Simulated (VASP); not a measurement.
Method: r2SCAN meta-GGA, VASP's PBE PAW potentials (set 64) (plane waves; VASP).

VASP input:

File KPOINTS:
```
kpoints
0
Gamma
 5 4 1
```

### INCAR
```
SYSTEM=KF(110) slab
PREC=Normal; ENCUT=450; LREAL=.False.
LASPH=.True.
EDIFF=1E-6; NELM=100; NELMIN=4
ALGO=Normal; LMIXTAU=.True.
ISMEAR=0; SIGMA=0.05
METAGGA=R2SCAN
LWAVE=.False.; LCHARG=.False.; LORBIT=11
LVHAR=.True.
DIPOL=0.5 0.5 0.5
LDIPOL=.True.; IDIPOL=3
```

**POSCAR**
```
KF(110) slab
1
    3.7604481375     0.0000000000     0.0000000000
    0.0000000000     5.3180771494     0.0000000000
    0.0000000000     0.0000000000    26.1918420871
K F
6 6
Direct
  0.0000000000   0.0000000000   0.3215636442
  0.5000000000   0.5000000000   0.3904221700
  0.0000000000   0.0000000000   0.4637603539
  0.5000000000   0.5000000000   0.5362396461
  0.0000000000   0.0000000000   0.6095778300
  0.5000000000   0.5000000000   0.6784363558
  0.5000000000   0.0000000000   0.3890143486
  0.0000000000   0.5000000000   0.3233777551
  0.5000000000   0.0000000000   0.5351504133
  0.0000000000   0.5000000000   0.4648495867
  0.5000000000   0.0000000000   0.6766222449
  0.0000000000   0.5000000000   0.6109856514
```

POTCAR, in this order: K_sv F (PBE.64 set). Program: vasp_std. Read from the step before: WAVECAR.

Output

### OUTCAR
```
 ion  position               nearest neighbor table
   1  0.000  0.000  0.322-   7 2.58   7 2.58   8 2.66   8 2.66   2 3.72   2 3.72   2 3.72   2 3.72
                             3 3.72
   2  0.500  0.500  0.390-   8 2.57   8 2.57   7 2.66   7 2.66  10 2.71  10 2.71   1 3.72   1 3.72
                             1 3.72   1 3.72   3 3.78   3 3.78   3 3.78   3 3.78
   3  0.000  0.000  0.464-   9 2.65   9 2.65  10 2.66  10 2.66   7 2.71   7 2.71   1 3.72   4 3.77
                             4 3.77   4 3.77   4 3.77   2 3.78   2 3.78   2 3.78   2 3.78
   4  0.500  0.500  0.536-  10 2.65  10 2.65   9 2.66   9 2.66  12 2.71  12 2.71   6 3.72   3 3.77
                             3 3.77   3 3.77   3 3.77   5 3.78   5 3.78   5 3.78   5 3.78
   5  0.000  0.000  0.610-  11 2.57  11 2.57  12 2.66  12 2.66   9 2.71   9 2.71   6 3.72   6 3.72
                             6 3.72   6 3.72   4 3.78   4 3.78   4 3.78   4 3.78
   6  0.500  0.500  0.678-  12 2.58  12 2.58  11 2.66  11 2.66   5 3.72   5 3.72   5 3.72   5 3.72
                             4 3.72
   7  0.500  0.000  0.389-   1 2.58   1 2.58   2 2.66   2 2.66   3 2.71   3 2.71
   8  0.000  0.500  0.323-   2 2.57   2 2.57   1 2.66   1 2.66
   9  0.500  0.000  0.535-   3 2.65   3 2.65   4 2.66   4 2.66   5 2.71   5 2.71
  10  0.000  0.500  0.465-   4 2.65   4 2.65   3 2.66   3 2.66   2 2.71   2 2.71
  11  0.500  0.000  0.677-   5 2.57   5 2.57   6 2.66   6 2.66
  12  0.000  0.500  0.611-   6 2.58   6 2.58   5 2.66   5 2.66   4 2.71   4 2.71
  LATTYP: Found a simple orthorhombic cell.
 ALAT       =     3.7604481375
 B/A-ratio  =     1.4142136668
 C/A-ratio  =     6.9650853115
 Subroutine PRICEL returns:
 Original cell was already a primitive cell.
...
```

OSZICAR:
```
       N       E                     dE             d eps       ncg     rms          rms(c)
DAV:   1    -0.886826924713E+02   -0.88683E+02   -0.13471E-06   740   0.805E-03    0.164E-04
DAV:   2    -0.886827047668E+02   -0.12296E-04   -0.54024E-07   750   0.429E-03    0.646E-05
DAV:   3    -0.886827021959E+02    0.25709E-05   -0.75610E-08   658   0.182E-03    0.801E-05
DAV:   4    -0.886827005983E+02    0.15976E-05   -0.24623E-08   704   0.100E-03    0.417E-05
DAV:   5    -0.886827027643E+02   -0.21660E-05   -0.29789E-08   638   0.126E-03    0.609E-05
DAV:   6    -0.886827012792E+02    0.14850E-05   -0.14150E-07   598   0.230E-03    0.227E-05
DAV:   7    -0.886827003225E+02    0.95675E-06   -0.18308E-07   598   0.258E-03
   1 F= -.88682700E+02 E0= -.88682700E+02  d E =-.605474E-16
```

### OUTCAR
```
------------------------ aborting loop because EDIFF is reached ----------------------------------------
  FORCE on cell =-STRESS in cart. coord.  units (eV):
  Direction    XX          YY          ZZ          XY          YZ          ZX
  --------------------------------------------------------------------------------------
  Total       -0.4888871     -4.8487750     -2.2228635      0.0000000      0.0000000      0.0000000
  in kB       -1.4954051    -14.8314064     -6.7992826      0.0000000      0.0000000      0.0000000
  external PRESSURE =      -7.7086980 kB  Pullay stress =       0.0000000 kB
  volume of cell :      523.79
      direct lattice vectors                 reciprocal lattice vectors
     3.760448138  0.000000000  0.000000000     0.265925752  0.000000000  0.000000000
     0.000000000  5.318077149  0.000000000     0.000000000  0.188037889  0.000000000
     0.000000000  0.000000000 26.191842087     0.000000000  0.000000000  0.038179827
 POSITION                                       TOTAL-FORCE (eV/Angst)
 -----------------------------------------------------------------------------------
      0.00000      0.00000      8.42234         0.000000      0.000000      0.015616
      1.88022      2.65904     10.22588         0.000000      0.000000      0.013094
      0.00000      0.00000     12.14674         0.000000      0.000000     -0.000937
      1.88022      2.65904     14.04510         0.000000      0.000000      0.000937
      0.00000      0.00000     15.96597         0.000000      0.000000     -0.013094
      1.88022      2.65904     17.76950         0.000000      0.000000     -0.015616
      1.88022      0.00000     10.18900         0.000000      0.000000     -0.010010
      0.00000      2.65904      8.46986         0.000000      0.000000      0.015627
      1.88022      0.00000     14.01658         0.000000      0.000000     -0.015783
      0.00000      2.65904     12.17527         0.000000      0.000000      0.015783
      1.88022      0.00000     17.72198         0.000000      0.000000     -0.015627
      0.00000      2.65904     16.00284         0.000000      0.000000      0.010010
 -----------------------------------------------------------------------------------
    total drift:                               -0.000000      0.000000      0.000000
  FREE ENERGIE OF THE ION-ELECTRON SYSTEM (eV)
  ---------------------------------------------------
  free  energy   TOTEN  =       -88.6827003225 eV

  energy  without entropy=      -88.6827003225  energy(sigma->0) =      -88.68270032

 total charge

# of ion       s       p       d       tot
------------------------------------------
    1        1.958   5.679   0.029   7.665
    2        1.961   5.688   0.033   7.681
    3        1.959   5.685   0.029   7.673
    4        1.959   5.685   0.029   7.673
    5        1.961   5.688   0.033   7.681
    6        1.958   5.679   0.029   7.665
    7        1.747   4.387   0.000   6.134
    8        1.747   4.373   0.000   6.119
    9        1.747   4.383   0.000   6.130
   10        1.747   4.383   0.000   6.130
   11        1.747   4.373   0.000   6.119
   12        1.747   4.387   0.000   6.134
--------------------------------------------------
tot         22.237  60.388   0.182  82.807
```
(Selected blocks of OUTCAR.)

At this cut-off the stress carries a Pulay error, which pulls relaxed volumes low.

The cell is a thin slab with vacuum, built from KF (rock salt): (110) face.
